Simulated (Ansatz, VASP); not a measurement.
# LiBeF3 in VASP and in Ansatz

```xyz
5
Lattice="2.7680 0.0000 0.0000 0.0000 2.6139 4.0827 0.0000 -2.6139 4.0827" Properties=species:S:1:pos:R:3 pbc="T T T"
Li    1.3840    0.0000    5.6663
Be    0.0000    0.0000    0.4473
F     1.3840    0.0000    7.7132
F     0.0000    1.3178    5.3328
F     0.0000   -1.3178    5.3328
```

Change from the starting cell: the structure that the rattled cell fell into.

Alike in both runs: functional PBE; k mesh 8 × 6 × 6; occupations gaussian, width 0.02 eV; no spin polarisation.

Ansatz relaxed the structure, and its values are those at the end. VASP's run is a single point on that final structure, the one shown.

```csv
,VASP,Ansatz
version,VASP 6.6.1,Ansatz 0.2.0
potentials or method,"VASP PAW PBE potentials, release 64 (Li_sv, Be, F)","scalar-relativistic, plane waves, PAW"
plane-wave cutoff (eV),520,420
valence electrons in the cell,26,26
```

```csv
,VASP,Ansatz,Ansatz less VASP
gap on the k mesh at the Fermi level (eV),7.52,7.53,+0.015
least direct gap on the mesh (eV),7.56,7.58,+0.013
rms of the force components (eV/Å),0.017,0.000,-0.0163
```

The functional is the same, so the differences come from potentials, cutoffs and numerics.

 A k mesh can miss the band edges.
